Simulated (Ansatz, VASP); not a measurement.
# Ga14Ge17O55 (amorphous 29Ga2O3-71GeO2 (mol %)): VASP beside Ansatz

Aim: how closely do two programs agree when they are given the same cell, functional and k mesh? The cell is taken from a series of runs on this material, whose earlier steps may have relaxed, scaled, displaced or heated it; both programs get it as it stands.

Program: Ansatz 0.2.0. Level of theory: plane waves, with VASP 6.6.1 beside it; single point at PBE. Results are calculated unless marked as measured.

**1. Set-up**

The cell holds 86 atoms: 14 Ga, 17 Ge and 55 O. Cell: a = 10.758 Å, b = 10.758 Å, c = 10.758 Å, α = 90.0°, β = 90.0°, γ = 90.0°. As first built, before any earlier steps moved the atoms (in the runner's words): 86 atoms (14 Fe, 17 Ge, 55 O) placed at random at 3.93 g/cm^3, melted at 5000 K for 10 ps at fixed volume with the Morse and Coulomb pair potential with partial charges (Pedone, Malavasi, Menziani, Cormack and Segre, J. Phys. Chem. B 110, 11780 (2006)). Quenched from 5000 K to 300 K at 100 K/ps and fixed volume, held 5 ps, then minimised at fixed cell. Then Fe was replaced by Ga and the cell scaled by 1.006 (the potential has no terms for the new elements, so the cell is a start for a DFT relaxation). The cell carries charge −1.

**2. Ansatz: single point, PBE**

Ansatz runs on its default PAW (the set named soft_2) files.

With cell and atoms fixed, the geometry can't cause a difference; cores, projectors, grids and the points listed under the comparison can.

Contents of input.yaml:

```yaml
crystal:
  lattice:
    - [10.75796, 0.0, 0.0]
    - [0.0, 10.75796, 0.0]
    - [0.0, 0.0, 10.75796]
  atoms:
    - { symbol: Ga, position: [0.02733, 0.93199, 0.87803] }
    - { symbol: Ga, position: [0.08969, 0.20347, 0.53548] }
    - { symbol: Ga, position: [0.78586, 0.08376, 0.89732] }
    - { symbol: Ga, position: [0.96588, 0.15459, 0.09568] }
    - { symbol: Ga, position: [0.89311, 0.11334, 0.36359] }
    - { symbol: Ga, position: [0.1082, 0.32287, 0.24656] }
    - { symbol: Ga, position: [0.09265, 0.92576, 0.33024] }
    - { symbol: Ga, position: [0.05196, 0.24218, 0.83649] }
    - { symbol: Ga, position: [0.48966, 0.40836, 0.18813] }
    - { symbol: Ga, position: [0.6157, 0.71028, 0.29825] }
    - { symbol: Ga, position: [0.05269, 0.59381, 0.16446] }
    - { symbol: Ga, position: [0.8479, 0.80875, 0.3696] }
    - { symbol: Ga, position: [0.87198, 0.87203, 0.11529] }
    - { symbol: Ga, position: [0.2766, 0.49518, 0.01558] }
    - { symbol: Ge, position: [0.22462, 0.8129, 0.07433] }
    - { symbol: Ge, position: [0.57887, 0.53458, 0.92999] }
    - { symbol: Ge, position: [0.36883, 0.53672, 0.71898] }
    - { symbol: Ge, position: [0.37068, 0.76007, 0.50382] }
    - { symbol: Ge, position: [0.66109, 0.14219, 0.18871] }
    - { symbol: Ge, position: [0.773, 0.50739, 0.28291] }
    - { symbol: Ge, position: [0.66727, 0.81395, 0.88079] }
    - { symbol: Ge, position: [0.33968, 0.34448, 0.45581] }
    - { symbol: Ge, position: [0.34749, 0.07279, 0.57163] }
    - { symbol: Ge, position: [0.46371, 0.96566, 0.03087] }
    - { symbol: Ge, position: [0.78406, 0.32708, 0.53269] }
    - { symbol: Ge, position: [0.2705, 0.20456, 0.03096] }
    - { symbol: Ge, position: [0.61963, 0.13776, 0.70136] }
    - { symbol: Ge, position: [0.81945, 0.88171, 0.6636] }
    - { symbol: Ge, position: [0.09431, 0.63775, 0.45392] }
    - { symbol: Ge, position: [0.9722, 0.48174, 0.69664] }
    - { symbol: Ge, position: [0.86237, 0.44204, 0.97919] }
    - { symbol: O, position: [0.02287, 0.78499, 0.42089] }
    - { symbol: O, position: [0.79463, 0.89882, 0.94983] }
    - { symbol: O, position: [0.92263, 0.95039, 0.27593] }
    - { symbol: O, position: [0.64662, 0.25412, 0.58647] }
    - { symbol: O, position: [0.78564, 0.11762, 0.07525] }
    - { symbol: O, position: [0.70743, 0.77355, 0.72724] }
    - { symbol: O, position: [0.65223, 0.1874, 0.85371] }
    - { symbol: O, position: [0.73134, 0.81936, 0.22706] }
    - { symbol: O, position: [0.79741, 0.89751, 0.50538] }
    - { symbol: O, position: [0.26354, 0.52765, 0.84416] }
    - { symbol: O, position: [0.17179, 0.31861, 0.41591] }
    - { symbol: O, position: [0.04082, 0.53798, 0.33415] }
    - { symbol: O, position: [0.98466, 0.74272, 0.12335] }
    - { symbol: O, position: [0.12033, 0.43801, 0.11393] }
    - { symbol: O, position: [0.40741, 0.43159, 0.33869] }
    - { symbol: O, position: [0.21596, 0.64666, 0.09854] }
    - { symbol: O, position: [0.95039, 0.24091, 0.24776] }
    - { symbol: O, position: [0.34505, 0.33596, 0.09571] }
    - { symbol: O, position: [0.99366, 0.98903, 0.04618] }
    - { symbol: O, position: [0.31523, 0.91865, 0.51369] }
    - { symbol: O, position: [0.17331, 0.85589, 0.92358] }
    - { symbol: O, position: [0.8236, 0.45567, 0.62805] }
    - { symbol: O, position: [0.46001, 0.52187, 0.04471] }
    - { symbol: O, position: [0.20856, 0.13143, 0.63848] }
    - { symbol: O, position: [0.75578, 0.3766, 0.37857] }
    - { symbol: O, position: [0.15031, 0.17705, 0.1427] }
    - { symbol: O, position: [0.25371, 0.66883, 0.42862] }
    - { symbol: O, position: [0.54711, 0.02507, 0.15874] }
    - { symbol: O, position: [0.74955, 0.02686, 0.71669] }
    - { symbol: O, position: [0.04752, 0.33139, 0.68813] }
    - { symbol: O, position: [0.93963, 0.29294, 0.97116] }
    - { symbol: O, position: [0.06244, 0.06929, 0.42161] }
    - { symbol: O, position: [0.87236, 0.50085, 0.14132] }
    - { symbol: O, position: [0.55035, 0.92855, 0.89392] }
    - { symbol: O, position: [0.64724, 0.67988, 0.96998] }
    - { symbol: O, position: [0.21093, 0.89499, 0.21757] }
    - { symbol: O, position: [0.7036, 0.4275, 0.94387] }
    - { symbol: O, position: [0.0611, 0.59073, 0.61014] }
    - { symbol: O, position: [0.50542, 0.76197, 0.41254] }
    - { symbol: O, position: [0.20772, 0.26188, 0.8928] }
    - { symbol: O, position: [0.9469, 0.52439, 0.85743] }
    - { symbol: O, position: [0.39305, 0.82379, 0.06788] }
    - { symbol: O, position: [0.96443, 0.85661, 0.73402] }
    - { symbol: O, position: [0.35702, 0.07775, 0.97822] }
    - { symbol: O, position: [0.38356, 0.69031, 0.65414] }
    - { symbol: O, position: [0.77914, 0.64216, 0.38355] }
    - { symbol: O, position: [0.61126, 0.29374, 0.16353] }
    - { symbol: O, position: [0.9604, 0.09574, 0.8317] }
    - { symbol: O, position: [0.3394, 0.41796, 0.60431] }
    - { symbol: O, position: [0.47685, 0.06166, 0.67451] }
    - { symbol: O, position: [0.90658, 0.21437, 0.51593] }
    - { symbol: O, position: [0.72306, 0.11254, 0.33592] }
    - { symbol: O, position: [0.39284, 0.18643, 0.45683] }
    - { symbol: O, position: [0.52351, 0.51086, 0.77781] }
    - { symbol: O, position: [0.61777, 0.54685, 0.22978] }
total_charge: -1
kpoints:
  mp_grid: { grid: [1, 1, 1] }
hamiltonian:
  xc: pbe
scf:
  occupations: { method: fermi_dirac, width: 0.01 }
  lower_state_search: "off"
output:
  forces: true
  stress: true
  populations: true
  dos:
    method: { smearing: { sigma: 0.1 } }
    de: 0.1
    projected: { site_lists: { Ga: [Ga], Ge: [Ge], O: [O] } }
  eigenvalues: true
  write_density: true
  write_potential: true
  volumetric_format: npy
magnetization:
  spin_polarized: true
  initial_magnetization: 1
```

Started as:

```bash
$ ansatz run input.yaml --threads 4 --pin off --max-ram 8192MiB --backend cpu --events-out ev --progress --plain --runs-dir out
```

Numbers of over 12 decimals in the logs are rounded to 6 here.

What it wrote:

```text
Engine: ansatz 0.2.0, x86_64-unknown-linux-gnu
Pseudopotentials: kind: paw
Pseudopotential: Ga, paw, valence charge 13, recommended cutoff 420 eV (normal), Ga.paw.azcp
Pseudopotential: Ge, paw, valence charge 14, recommended cutoff 420 eV (normal), Ge.paw.azcp
Pseudopotential: O, paw, valence charge 6, recommended cutoff 420 eV (normal), O.paw.azcp
Functional definition: PBE
  parameter kappa = 0.804
  parameter beta = 0.066725
  exchange = pbe_x(kappa = kappa, mu = beta*pi^2/3)
  correlation = pbe_c(beta = beta)
Crystal: 86 atoms, lattice volume = 1245.059 Å³
Basis set: ecut = 420 eV, 24303 PW (Γ), exchange–correlation on 144×144×144 points (8 copies of the dense FFT grid, shifted against one another)
Bands: 462, of which v1, the nominal top of the filled ones, is band 376 counted from 1 (375 counted from 0)
Symmetry: 1 space group operations
Space group: P1 (ITA 1), of the structure as read, at distance tolerance 1.1e-4 Å
Magnetic group: BNS 1.1 (UNI 1), of the structure as read, at distance tolerance 1.1e-4 Å
k-points: 1
Non-local potential: Ga, projectors of the file, l = 0: 2, l = 1: 2, l = 2: 3, l = 3: 1
Non-local potential: Ge, projectors of the file, l = 0: 2, l = 1: 2, l = 2: 3, l = 3: 1
Non-local potential: O, projectors of the file, l = 0: 2, l = 1: 2, l = 2: 1
PAW form: soft (Blöchl's): semilocal exchange-correlation on the pseudo side does not see the compensation charge
PAW one-centre angular grid: Ga, 590 points (default); XC on 64 Gauss nodes
PAW one-centre angular grid: Ge, 590 points (default); XC on 64 Gauss nodes
PAW one-centre angular grid: O, 110 points (default); XC on 64 Gauss nodes
Initial density: superposition of atomic densities (chi_scale 0.1, normalization cell, long waves kept (reshape's long-wave potential 0.83 eV rms))
Starting moments: Σ|m| = 1 μB on 86 of 86 sites
Initial wavefunctions: pseudopotential atomic-orbital guess
Functional: x = pbe(κ = 0.804, μ = 0.219515), c = pbe(β = 0.066725)
SCF iter   1: F=—  HF=-157200.319037 eV  |F-HF|=—  |Δ(HF+E_count)|=         —  Δρ=4.58e-2 (↑4.41e-2 ↓4.58e-2)  dr2=7.51e1  dr2_m=2.02e-2  M=1.000 μB ∫|m|=1.054 μB  β_m=1.00  ethr=3.10e-3  ⟨swp⟩=6.0  Hψ=3442  notcnv=0  defer=58
preconditioner: auto → Resta (q_TF=auto, 2.508 Å⁻¹)  ε∞=3.1  [insulator: Δε(μ)=1.569 eV  Ē_g=20.032 eV  σ=0.010 eV  W_gap=1.00  n_scr=340 (ndim 8)  ℏωp=28.8 eV  f_vac=0.148  D(μ)=0.00/eV (n_scr^D=0)  ε∞_Penn≈3.1]
spin=Collinear: Resta preconditioning applied to the charge; magnetization (m = ρ↑ − ρ↓) channel mixes plain (no charge-response kernel on spin).
SCF iter   2: F=—  HF=-157185.051574 eV  |F-HF|=—  |Δ(HF+E_count)|=         —  Δρ=2.80e-2 (↑2.79e-2 ↓2.80e-2)  dr2=2.71e1  dr2_m=1.91e-3  M=0.740 μB ∫|m|=0.835 μB  β_m=0.30  ethr=3.10e-3  ⟨swp⟩=2.0  Hψ=1517  notcnv=0  defer=163
Mixer restart at iter 2: flushing history
SCF iter   3: F=—  HF=-157180.551158 eV  |F-HF|=—  |Δ(HF+E_count)|=    4.50e0  Δρ=1.94e-2 (↑1.93e-2 ↓1.94e-2)  dr2=1.23e1  dr2_m=1.98e-3  M=0.721 μB ∫|m|=0.816 μB  β_m=0.30  ethr=3.10e-3  ⟨swp⟩=3.0  Hψ=1306  notcnv=0  defer=163
SCF iter   4: F=—  HF=-157177.296286 eV  |F-HF|=—  |Δ(HF+E_count)|=    3.25e0  Δρ=5.81e-3 (↑5.81e-3 ↓5.73e-3)  dr2=9.70e-1  dr2_m=2.33e-3  M=0.704 μB ∫|m|=0.799 μB  β_m=0.30  ethr=1.63e-3  ⟨swp⟩=3.5  Hψ=1456  notcnv=0  defer=160
SCF iter   5: F=—  HF=-157177.215189 eV  |F-HF|=—  |Δ(HF+E_count)|=   8.11e-2  Δρ=1.75e-3 (↑1.69e-3 ↓1.75e-3)  dr2=1.35e-1  dr2_m=1.54e-3  M=0.722 μB ∫|m|=0.808 μB  β_m=0.30  ethr=1.29e-4  ⟨swp⟩=2.0  Hψ=1401  notcnv=0  defer=160
SCF iter   6: F=—  HF=-157177.277671 eV  |F-HF|=—  |Δ(HF+E_count)|=   6.25e-2  Δρ=1.32e-3 (↑1.27e-3 ↓1.32e-3)  dr2=5.61e-2  dr2_m=9.05e-4  M=0.744 μB ∫|m|=0.831 μB  β_m=0.30  ethr=1.79e-5  ⟨swp⟩=3.0  Hψ=1486  notcnv=0  defer=160
SCF iter   7: F=—  HF=-157177.319375 eV  |F-HF|=—  |Δ(HF+E_count)|=   4.17e-2  Δρ=4.45e-4 (↑4.06e-4 ↓4.45e-4)  dr2=6.25e-3  dr2_m=4.92e-4  M=0.760 μB ∫|m|=0.848 μB  β_m=0.30  ethr=7.47e-6  ⟨swp⟩=4.0  Hψ=1538  notcnv=0  defer=160
SCF iter   8: F=—  HF=-157177.322967 eV  |F-HF|=—  |Δ(HF+E_count)|=   3.59e-3  Δρ=2.45e-4 (↑2.45e-4 ↓2.42e-4)  dr2=1.76e-3  dr2_m=3.08e-4  M=0.777 μB ∫|m|=0.866 μB  β_m=0.30  ethr=8.33e-7  ⟨swp⟩=2.0  Hψ=1501  notcnv=0  defer=160
Mixer restart at iter 8: flushing history
spin-set hold released at iteration 8 (site moments contracting): the magnetisation degrees of freedom join the quasi-Newton model from the next iteration; the mixer history was flushed
SCF iter   9: F=—  HF=-157177.323979 eV  |F-HF|=—  |Δ(HF+E_count)|=   1.01e-3  Δρ=1.91e-4 (↑1.91e-4 ↓1.81e-4)  dr2=9.75e-4  dr2_m=2.03e-4  M=0.792 μB ∫|m|=0.883 μB  β_m=0.65  ethr=2.34e-7  ⟨swp⟩=1.5  Hψ=765  notcnv=0  defer=160
SCF iter  10: F=—  HF=-157177.326025 eV  |F-HF|=—  |Δ(HF+E_count)|=   2.05e-3  Δρ=6.75e-5 (↑6.75e-5 ↓6.39e-5)  dr2=1.20e-4  dr2_m=2.43e-5  M=0.845 μB ∫|m|=0.945 μB  β_m=0.75  ethr=1.30e-7  ⟨swp⟩=2.0  Hψ=1528  notcnv=0  defer=160
[...]
k-point 0 ↓: bands = [... 372 lower, 3.8442, 3.8731, 4.0153, 5.7692, 7.1852, 7.6473, 7.7019, 7.7436, ... 82 higher]
--- Löwdin populations: 86 sites ---
  site symbol       q [e]    m [muB]
     0     Ga     11.9315     0.0100
     1     Ga     11.9744     0.0265
     2     Ga     11.9910     0.0132
     3     Ga     12.0041     0.0151
     4     Ga     11.9770     0.0096
     5     Ga     11.9672     0.0239
     6     Ga     11.9355     0.0146
     7     Ga     11.9722     0.0148
     8     Ga     11.9537     0.0136
     9     Ga     11.9059     0.0253
    10     Ga     12.0114     0.0138
    11     Ga     11.9638     0.0102
    12     Ga     11.9972     0.0149
    13     Ga     11.9518     0.0194
    14     Ge     12.4617     0.0067
    15     Ge     12.4335     0.0128
    16     Ge     12.4426     0.0150
    17     Ge     12.4180     0.0167
    18     Ge     12.4429     0.0075
    19     Ge     12.4857     0.0530
    20     Ge     12.4505     0.0070
    21     Ge     12.4640     0.0151
    22     Ge     12.4325     0.0150
    23     Ge     12.4333     0.0058
[...]
78      O      6.6634     0.0065
    79      O      6.7454     0.0044
    80      O      6.7136     0.0072
    81      O      6.6785     0.0041
    82      O      6.7029     0.0060
    83      O      6.7303     0.0064
    84      O      6.7214     0.0058
    85      O      6.6706     0.0048
  spilling = 0.004491 (of n_electrons = 751.000000)
```

The column dr2 measures how far the density is from self-consistency, as an energy; F and HF (Harris–Foulkes) agree once it is small.

[end of part 1 of 2]

[Lines on the potential files, build, host, timing and source positions are cut from VASP's logs without a mark.]

[Logs are printed without paths, hosts, clocks, repeated set-up lines and the standing remarks that a program may print on its own settings, such as how far it seeks lower states.]

[Hosts, paths, dates, database ids (printed as entryN), source tags and the programs' standing remarks are cut or masked in the printed files.]
